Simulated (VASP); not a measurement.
Sb2Te4O:

```
CELL_PARAMETERS angstrom
7.19979 0.00000 0.00000
0.00000 7.19979 0.00000
0.00000 0.00000 4.24396
ATOMIC_POSITIONS crystal
Sb 0.00000 0.50000 0.50000
Sb 0.50000 0.00000 0.50000
Te 0.76573 0.76573 0.00000
Te 0.23427 0.23427 0.00000
Te 0.76573 0.23427 0.00000
Te 0.23427 0.76573 0.00000
O 0.00000 0.00000 0.00000
```

The cell was built by a generator and needn't be a form met in nature.

| Item | Value |
| --- | --- |
| Program | VASP 6.6.1 |
| Task | relaxation of cell and atoms |
| Functional | PBE |
| Potentials or basis | VASP PAW PBE potentials, release 64 (Sb, Te, O) |
| Cutoff | 520 eV |
| k mesh | 2 × 2 × 3 |
| Occupations | gaussian, width 0.15 eV |
| Spin | no spin polarisation |

At the start: pressure -2.9 GPa; volume 31.43 Å³/atom.

Task: How do energy, volume and symmetry change on relaxing?

Result: Over 11 steps the energy falls by 107.0 meV/atom and the volume is 27.81 Å³/atom (-11.5 %); space group P4/mmm (No. 123, to 0.05 Å).

Step by step:
| step | energy change (eV) | largest force (eV/Å) | pressure (GPa) | volume (Å³) |
| --- | --- | --- | --- | --- |
| 1 | 0.0000 | 0.1207 | -2.88 | 219.99 |
| 2 | -0.2600 | 1.0512 | 1.44 | 202.33 |
| 3 | -0.2664 | 0.9180 | 0.81 | 204.47 |
| 4 | -0.4235 | 0.7115 | 0.60 | 202.81 |
| 5 | -0.6258 | 0.7346 | -0.20 | 199.25 |
| 6 | -0.1951 | 0.6585 | 2.62 | 191.03 |
| 7 | -0.6618 | 0.5509 | 0.18 | 197.48 |
| 8 | -0.7268 | 0.3163 | -0.91 | 197.95 |
| 9 | -0.7386 | 0.0792 | -0.65 | 197.83 |
| 10 | -0.7465 | 0.0427 | 0.43 | 193.15 |
| 11 | -0.7492 | 0.0556 | 0.28 | 194.65 |

Final structure:
```
Sb Te O
1.0
     6.62685    0.00000    0.00000
     0.00000    6.62685    0.00000
     0.00000    0.00000    4.43243
Sb Te O
2 4 1
Direct
  0.00000 0.50000 0.50000
  0.50000 0.00000 0.50000
  0.74291 0.74291 0.00000
  0.25709 0.25709 0.00000
  0.74291 0.25709 0.00000
  0.25709 0.74291 0.00000
  0.00000 0.00000 0.00000
```

Caveat: the k mesh is coarse (spacing up to 0.49 Å⁻¹), so the values aren't converged.
